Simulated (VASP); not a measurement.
# TlIO3 (Pm-3m) in VASP: a series of runs

Runs on TlIO3. Level: LDA. Tasks: single point, relaxation of cell and atoms.

Program: VASP 6.6.1. These are calculated values, not measurements. Logs are shortened: lines on timing, memory, paths and dates and some standing lists are left out, and cuts for length are marked.

## Step 1: Starting point

Symmetry: Pm-3m, No. 221, cubic system. The conventional cell has a = 4.163 Å, b = 4.163 Å, c = 4.163 Å, α = 90.00°, β = 90.00°, γ = 90.00°. Tl (site symmetry m-3m) has 12 O at 2.94 Å as nearest neighbours. I (site symmetry m-3m) has 6 O at 2.08 Å as nearest neighbours. Around O (site symmetry 4/mmm) lie 2 I at 2.08 Å.

The cell comes from a database or a generator and needn't be the stable form of this composition.

## Step 2: Single point, LDA

File INCAR:

```
PREC = Accurate
ENCUT = 520
EDIFF = 1E-6
ISMEAR = -1
SIGMA = 0.05
LREAL = F
LASPH = T
NELM = 100
ALGO = Fast
ISIF = 2
LWAVE = F
LCHARG = T
LELF = T
LVHAR = T
NBANDS = 27
```

File KPOINTS:

```
Automatic mesh
0
Gamma
  4 4 4
```

File POSCAR:

```
TlIO3
1.0
    4.1631185686      0.0000000000      0.0000000000
    0.0000000000      4.1631185686      0.0000000000
    0.0000000000      0.0000000000      4.1631185686
Tl I O
1 1 3
Direct
    0.0000000000      0.0000000000      0.0000000000
    0.5000000000      0.5000000000      0.5000000000
    0.5000000000      0.0000000000      0.5000000000
    0.5000000000      0.5000000000      0.0000000000
    0.0000000000      0.5000000000      0.5000000000
```

Potentials or basis: VASP PAW LDA potentials, release 64 (Tl_d, I, O).

On the command line:

```bash
cat potpaw_LDA.64/Tl_d/POTCAR potpaw_LDA.64/I/POTCAR potpaw_LDA.64/O/POTCAR > POTCAR
mpirun -np 1 vasp_std > vasp.out
```

OUTCAR:

```text
PREC = Accurate
   ENCUT = 520
   EDIFF = 1E-6
   ISMEAR = -1
   LREAL = F
   LASPH = T
   NELM = 100
   ISIF = 2

 ion  position               nearest neighbor table
   1  0.000  0.000  0.000-   3 2.94   4 2.94   5 2.94   3 2.94   5 2.94   4 2.94   5 2.94   5 2.94
                             3 2.94   4 2.94   3 2.94   4 2.94   2 3.61   2 3.61   2 3.61   2 3.61
   2  0.500  0.500  0.500-   3 2.08   4 2.08   5 2.08   4 2.08   3 2.08   5 2.08   1 3.61   1 3.61
                             1 3.61   1 3.61   1 3.61   1 3.61   1 3.61   1 3.61
   3  0.500  0.000  0.500-   2 2.08   2 2.08   1 2.94   1 2.94   1 2.94   1 2.94
   4  0.500  0.500  0.000-   2 2.08   2 2.08   1 2.94   1 2.94   1 2.94   1 2.94
   5  0.000  0.500  0.500-   2 2.08   2 2.08   1 2.94   1 2.94   1 2.94   1 2.94

  LATTYP: Found a simple cubic cell.
 ALAT       =     4.1631185686

  Lattice vectors:

 A1 = (   4.1631185686,   0.0000000000,   0.0000000000)
 A2 = (   0.0000000000,   4.1631185686,   0.0000000000)
 A3 = (   0.0000000000,   0.0000000000,   4.1631185686)

Analysis of symmetry for initial positions (statically):
=====================================================================
 Subroutine PRICEL returns:
 Original cell was already a primitive cell.

 Routine SETGRP: Setting up the symmetry group for a
 simple cubic supercell.

 Subroutine GETGRP returns: Found 48 space group operations
 (whereof 48 operations were pure point group operations)
 out of a pool of 48 trial point group operations.

The static configuration has the point symmetry O_h .

Analysis of symmetry for dynamics (positions and initial velocities):
=====================================================================
 Subroutine PRICEL returns:
 Original cell was already a primitive cell.

 Routine SETGRP: Setting up the symmetry group for a
 simple cubic supercell.

 Subroutine GETGRP returns: Found 48 space group operations
 (whereof 48 operations were pure point group operations)
 out of a pool of 48 trial point group operations.

The dynamic configuration has the point symmetry O_h .

 Subroutine INISYM returns: Found 48 space group operations
 (whereof 48 operations are pure point group operations),
 and found     1 'primitive' translations

----------------------------------------------------------------------------------------

                                     Primitive cell

  volume of cell :      72.1533

  direct lattice vectors                    reciprocal lattice vectors
     4.163118569  0.000000000  0.000000000     0.240204545  0.000000000  0.000000000
     0.000000000  4.163118569  0.000000000     0.000000000  0.240204545  0.000000000
     0.000000000  0.000000000  4.163118569     0.000000000  0.000000000  0.240204545

  length of vectors
     4.163118569  4.163118569  4.163118569     0.240204545  0.240204545  0.240204545

  position of ions in fractional coordinates (direct lattice)
     0.000000000  0.000000000  0.000000000
     0.500000000  0.500000000  0.500000000
     0.500000000  0.000000000  0.500000000
     0.500000000  0.500000000  0.000000000
     0.000000000  0.500000000  0.500000000

  ion indices of the primitive-cell ions
   primitive index   ion index
                 1           1
                 2           2
                 3           3
                 4           4
                 5           5

----------------------------------------------------------------------------------------

 KPOINTS: Automatic mesh

Automatic generation of k-mesh.
 Grid dimensions read from file:
 generate k-points for:    4    4    4

 Generating k-lattice:

  Cartesian coordinates                     Fractional coordinates (reciprocal lattice)
     0.060051136  0.000000000  0.000000000     0.250000000  0.000000000  0.000000000
     0.000000000  0.060051136  0.000000000     0.000000000  0.250000000  0.000000000
     0.000000000  0.000000000  0.060051136     0.000000000  0.000000000  0.250000000

  Length of vectors
     0.060051136  0.060051136  0.060051136

  Shift w.r.t. Gamma in fractional coordinates (k-lattice)
     0.000000000  0.000000000  0.000000000

 Subroutine IBZKPT returns following result:
 ===========================================

 Found     10 irreducible k-points:

 Following reciprocal coordinates:
            Coordinates               Weight
  0.000000  0.000000  0.000000      1.000000
  0.250000  0.000000  0.000000      6.000000
  0.500000  0.000000  0.000000      3.000000
  0.250000  0.250000  0.000000     12.000000
  0.500000  0.250000  0.000000     12.000000
  0.500000  0.500000  0.000000      3.000000
  0.250000  0.250000  0.250000      8.000000
  0.500000  0.250000  0.250000     12.000000
  0.500000  0.500000  0.250000      6.000000
  0.500000  0.500000  0.500000      1.000000
   k-points           NKPTS =     10   k-points in BZ     NKDIM =     10   number of bands    NBANDS=     27
   number of dos      NEDOS =    301   number of ions     NIONS =      5
   total plane-waves  NPLWV =  32768
   dimension x,y,z NGX =    32 NGY =   32 NGZ =   32
   dimension x,y,z NGXF=    64 NGYF=   64 NGZF=   64
   ions per type =               1   1   3
   NGX,Y,Z   is equivalent  to a cutoff of  12.78, 12.78, 12.78 a.u.
   NGXF,Y,Z  is equivalent  to a cutoff of  25.56, 25.56, 25.56 a.u.
 SYSTEM =  unknown system
   PREC   = accura    normal or accurate (medium, high low for compatibility)
   ISTART =      0    job   : 0-new  1-cont  2-samecut
   ICHARG =      2    charge: 1-file 2-atom 10-const
   ISPIN  =      1    spin polarized calculation?
   LNONCOLLINEAR =      F non collinear calculations
   LSORBIT =      F    spin-orbit coupling
   LASPH  =      T    aspherical Exc in radial PAW
   ENCUT  =  520.0 eV  38.22 Ry    6.18 a.u.   7.74  7.74  7.74*2*pi/ulx,y,z
   NELM   =    100;   NELMIN=  2; NELMDL= -5     # of ELM steps
   EDIFF  = 0.1E-05   stopping-criterion for ELM
   LREAL  =      F    real-space projection
   EDIFFG = 0.1E-04   stopping-criterion for IOM
   NSW    =      0    number of steps for IOM
   IBRION =     -1    ionic relax: 0-MD 1-quasi-New 2-CG
   NFREE  =      0    steps in history (QN), initial steepest desc. (CG)
   ISIF   =      2    stress and relaxation
   ISYM   =      2    0-nonsym 1-usesym 2-fastsym
   POTIM  = 0.5000    time-step for ionic-motion
   TEBEG  =    0.0;   TEEND  =   0.0 temperature during run
   PSTRESS=    0.0 pullay stress
   NELECT =      38.0000    total number of electrons
   NUPDOWN=      -1.0000    fix difference up-down
   EMIN   =  10.00;   EMAX   =-10.00  energy-range for DOS
   EFERMI =   0.00;   METHOD = LEGACY
   ISMEAR =    -1;   SIGMA  =   0.05  broadening in eV -4-tet -1-fermi 0-gaus
   EFERMI_NEDOS =   21; number of points for ismear=-14 and -15
   IALGO  =     68    algorithm
   IMIX   =      4    mixing-type and parameters
     AMIX     =   0.40;   BMIX     =  1.00
     AMIX_MAG =   1.60;   BMIX_MAG =  1.00
  volume/ion in A,a.u.               =      14.43        97.38
  Fermi-wavevector in a.u.,A,eV,Ry     =   1.322058  2.498328 23.780779  1.747838
  Thomas-Fermi vector in A             =   2.451767
   LORBIT       =      0    0 simple, 1 ext, 2 COOP (PROOUT), +10 PAW based schemes
   GGA     = CA    functional components
   LHFCALC =     F    Hartree Fock is set to
   AEXX    =    0.0000 exact exchange contribution
   IVDW    =     0    specifies the selected vdW correction
   LEPSILON=     F    determine dielectric tensor
   LRPA    =     F    only Hartree local field effects (RPA)
 non-spin polarized calculation
 RMM-DIIS sequential band-by-band and
  energy-cutoff  :      520.00
  volume of cell :       72.15
 maximum number of plane-waves:      1956
 NGX is ok and might be reduce to    32
   NGX = 15   NGY = 15   NGZ = 15

 number of electron      38.0000001 magnetization

 Free energy of the ion-electron system (eV)
  ---------------------------------------------------
  ext. energy  EPLUGINS =         0.00000000
  ---------------------------------------------------
  free energy    TOTEN  =       -23.94434332 eV

  energy without entropy =      -23.93733157  energy(sigma->0) =      -23.94083745

 E-fermi :   6.5591     XC(G=0): -11.3591

 val. band max:        6.5449575190   @ k =   0.5000   0.5000   0.0000
 cond. band min:       6.8619186811   @ k =   0.5000   0.5000   0.2500
 fundamental gap:      0.3169611621
 Fermi energy:         6.5590955692

 k-point     1 :       0.0000    0.0000    0.0000
  band No.  band energies     occupation
      1     -14.4631      2.00000
      2     -10.8950      2.00000
      3     -10.8950      2.00000
      4      -3.2559      2.00000
      5      -3.1736      2.00000
      6      -3.1736      2.00000
[... 19 lines left out ...]
     26      15.6979      0.00000
     27      15.8373      0.00000

 k-point     2 :       0.2500    0.0000    0.0000
  band No.  band energies     occupation
      1     -14.1893      2.00000
      2     -11.3391      2.00000
      3     -10.8811      2.00000
      4      -4.9520      2.00000
      5      -3.3162      2.00000
      6      -3.3162      2.00000
[... 19 lines left out ...]
     26      15.1145      0.00000
     27      16.5732      0.00000

 k-point     3 :       0.5000    0.0000    0.0000
  band No.  band energies     occupation
      1     -13.7956      2.00000
      2     -11.9157      2.00000
      3     -10.8668      2.00000
      4      -5.5134      2.00000
      5      -3.4317      2.00000
      6      -3.4317      2.00000
[... 174 lines left out ...]
      1     -12.5479      2.00000
      2     -11.8504      2.00000
      3     -11.8504      2.00000
      4      -8.8313      2.00000
      5      -3.1714      2.00000
      6      -3.1714      2.00000
[... 19 lines left out ...]
     26      18.1303      0.00000
     27      18.1317      0.00000

 k-point    10 :       0.5000    0.5000    0.5000
  band No.  band energies     occupation
      1     -11.8428      2.00000
      2     -11.8428      2.00000
      3     -11.8428      2.00000
      4     -10.2375      2.00000
      5      -3.1038      2.00000
      6      -3.1038      2.00000
[... 19 lines left out ...]
     26      19.4618      0.00000
     27      19.4618      0.00000

------------------------ aborting loop because EDIFF is reached ----------------------------------------

  FORCE on cell =-STRESS in cart. coord.  units (eV):
  Direction    XX          YY          ZZ          XY          YZ          ZX
  --------------------------------------------------------------------------------------
  -------------------------------------------------------------------------------------
  Total       -0.1807950     -0.1807950     -0.1807950     -0.0000000     -0.0000000     -0.0000000
  in kB       -4.0145841     -4.0145841     -4.0145841     -0.0000000     -0.0000000     -0.0000000
  external PRESSURE =      -4.0145841 kB  Pullay stress =       0.0000000 kB

 VOLUME and BASIS-vectors are now :
 -----------------------------------------------------------------------------
  energy-cutoff  :      520.00
  volume of cell :       72.15
      direct lattice vectors                 reciprocal lattice vectors
     4.163118569  0.000000000  0.000000000     0.240204545  0.000000000  0.000000000
     0.000000000  4.163118569  0.000000000     0.000000000  0.240204545  0.000000000
     0.000000000  0.000000000  4.163118569     0.000000000  0.000000000  0.240204545

 POSITION                                       TOTAL-FORCE (eV/Angst)
 -----------------------------------------------------------------------------------
      0.00000      0.00000      0.00000         0.000000      0.000000      0.000000
      2.08156      2.08156      2.08156         0.000000      0.000000      0.000000
      2.08156      0.00000      2.08156         0.000000      0.000000      0.000000
      2.08156      2.08156      0.00000         0.000000      0.000000      0.000000
      0.00000      2.08156      2.08156         0.000000      0.000000      0.000000
 -----------------------------------------------------------------------------------
    total drift:                                0.000000     -0.000000     -0.000000

  FREE ENERGIE OF THE ION-ELECTRON SYSTEM (eV)
  ---------------------------------------------------
  free  energy   TOTEN  =       -23.9443433220 eV

  energy  without entropy=      -23.9373315681  energy(sigma->0) =      -23.94083745
```

Run time: 20 s. Hardware: 1 thread of Intel Xeon Platinum 8488C (Sapphire Rapids), shared host; peak memory 0.16 GiB.

What came out:

```yaml
Free_energy: -23.9443 eV
Pressure: -0.4 GPa
Band_gap_on_the_k_mesh: none (metal or under the smearing width)
```

Caveat: the k mesh is coarse (spacing up to 0.38 Å⁻¹), so the values aren't converged.

## Step 3: Relaxation of cell and atoms, LDA

This run uses another cell than the first one, of 15.35 Å³/atom, 1.064 times its volume.

File INCAR:

```
SYSTEM = TlIO3
  ALGO = Fast
  EDIFF = 1E-6
  EDIFFG = -0.01
  ENCUT = 600
  IBRION = 2
  ISIF = 3
  ISMEAR = -1
  LASPH = .TRUE.
  LCHARG = .FALSE.
  LREAL = .FALSE.
  LWAVE = .FALSE.
  NELM = 100
  NSW = 60
  PREC = Accurate
  SIGMA = 0.05
```

File KPOINTS:

```
k-points
0
G
  4 4 4
  0 0 0
```

Edit POSCAR of step 2 so:

```diff
@@ -2,5 +2,5 @@
 1.0
-    4.1631185686      0.0000000000      0.0000000000
-    0.0000000000      4.1631185686      0.0000000000
-    0.0000000000      0.0000000000      4.1631185686
+    4.2496670000      0.0000000000      0.0000000000
+    0.0000000000      4.2496670000      0.0000000000
+    0.0000000000      0.0000000000      4.2496670000
 Tl I O
```

Potentials or basis: VASP PAW LDA potentials, release 64 (Tl_d, I, O).

On the command line:

```bash
cat potpaw_LDA.64/Tl_d/POTCAR potpaw_LDA.64/I/POTCAR potpaw_LDA.64/O/POTCAR > POTCAR
mpirun -np 1 vasp_std > vasp.out
```

Wall time 63 s (1 thread of Intel Xeon Platinum 8488C (Sapphire Rapids), shared host); peak memory 0.2 GiB.

Results (log left out):

```yaml
Free_energy: -23.9601 eV
Relaxed_volume: 14.37 Å³/atom
Relaxed_cell: a = 4.158 Å, b = 4.158 Å, c = 4.158 Å, α = 90.00°, β = 90.00°, γ = 90.00°
Space_group_after_relaxing_to_0.05_Å: Pm-3m (No. 221)
Energy_gained_by_relaxing: 25.2 meV/atom
Ionic_steps: 3
Pressure_after_relaxing: 0.0 GPa
Band_gap_on_the_k_mesh: none (metal or under the smearing width)
```

The path:
| step | energy change (eV) | largest force (eV/Å) | pressure (GPa) | volume (Å³) |
| --- | --- | --- | --- | --- |
| 1 | 0.0000 | 0.0000 | -7.68 | 76.75 |
| 2 | -0.0670 | 0.0000 | 6.56 | 68.87 |
| 3 | -0.1258 | 0.0000 | -0.03 | 71.87 |

Final structure:
```cif
data_structure
_symmetry_space_group_name_H-M 'P 1'
_symmetry_Int_Tables_number 1
_cell_length_a 4.1577
_cell_length_b 4.1577
_cell_length_c 4.1577
_cell_angle_alpha 90.000
_cell_angle_beta 90.000
_cell_angle_gamma 90.000
_cell_volume 71.87
loop_
_atom_site_label
_atom_site_type_symbol
_atom_site_fract_x
_atom_site_fract_y
_atom_site_fract_z
_atom_site_occupancy
Tl1 Tl 0.00000 0.00000 0.00000 1
I1 I 0.50000 0.50000 0.50000 1
O1 O 0.50000 0.00000 0.50000 1
O2 O 0.50000 0.50000 0.00000 1
O3 O 0.00000 0.50000 0.50000 1
```

Levels at points of the mesh, in eV from the Fermi level:
| k point | band 17 | band 18 | band 19 | band 20 | band 21 | band 22 |
| --- | --- | --- | --- | --- | --- | --- |
| (0.00, 0.00, 0.00) | -2.65 | -2.65 | -2.65 | 6.28 | 6.28 | 6.28 |
| (0.50, 0.00, 0.00) | -2.56 | -1.91 | -1.27 | 1.99 | 3.02 | 5.59 |
| (0.50, 0.50, 0.00) | -1.63 | -0.83 | -0.01 | 0.85 | 0.85 | 4.88 |
| (0.50, 0.50, 0.50) | -1.67 | -1.67 | -0.50 | -0.50 | -0.50 | 1.74 |

Caveat: the k mesh is coarse (spacing up to 0.37 Å⁻¹), so the values aren't converged. The run has no spin-orbit coupling, so splittings on I, Tl are missing.
